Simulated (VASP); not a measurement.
VASP runs on TiCl$_{3}$ (space group Pm-3m) share one base input (PBE GGA, plane waves, VASP's PBE PAW potentials (set 64)) and change the settings named in each case.

**POSCAR**
```
TiCl3
4.7204960
  1.0000000000   0.0000000000   0.0000000000
  0.0000000000   1.0000000000   0.0000000000
  0.0000000000   0.0000000000   1.0000000000
Ti Cl
1 3
Cartesian
  0.0000000000   0.0000000000   0.0000000000
  0.5000000000   0.0000000000   0.0000000000
  0.0000000000   0.0000000000   0.5000000000
  0.0000000000   0.5000000000   0.0000000000
```

**INCAR**
```
# general
SYSTEM   =  TiCl3
PREC     =  Accurate
ENCUT    =  300
LREAL    =  .FALSE.
LASPH    =  .TRUE.

# electronic loop
EDIFF    =  1E-6
NELM     =  100
ALGO     =  Normal
LMAXMIX  =  4

# smearing
ISMEAR   =  0
SIGMA    =  0.05

# functional
GGA      =  PE

# ions
ISIF     =  2

# output
LWAVE    =  .FALSE.
LCHARG   =  .FALSE.
```

### KPOINTS
```
Automatic mesh
0
Gamma
 5 5 5
```

POTCAR, in this order: Ti_sv Cl (PBE.64 set). Program: vasp_std.

```json
[
 {"change": "base run", "E(σ→0) (eV/atom)": "-4.7634", "pressure (GPa)": "2.31", "−TS (eV)": "-0.0091"},
 {"change": "GGA = PS", "E(σ→0) (eV/atom)": "-5.0393", "pressure (GPa)": "-0.14", "−TS (eV)": "-0.0090"},
 {"change": "KPOINTS 4×4×4 Γ-centred mesh", "E(σ→0) (eV/atom)": "-4.7496", "pressure (GPa)": "2.51", "−TS (eV)": "-0.0186"},
 {"change": "LDAU = .TRUE., LDAUJ = 0 0, LDAUL = 2 -1, LDAUTYPE = 2, LDAUU = 8.0 0", "E(σ→0) (eV/atom)": "-3.3370", "pressure (GPa)": "6.12", "−TS (eV)": "-0.0089"}
]
```
 Energies of different potentials or functionals have different zeros.  At 300 eV the pressure can carry a Pulay error.

Left out are runs that ran out of time, are held back, or changed the cell or the kind of run, fixed moments of cells without a moment, rows past the twelfth, gaps on odd meshes, pressures of charged cells and columns that move by less than the noise.

The structure was generated: TiCl3 was put into an ordered model structure, which need not be its known phase. The cell was not relaxed at this level. The electron count is odd and the run is not spin-polarised, which forces a metal.
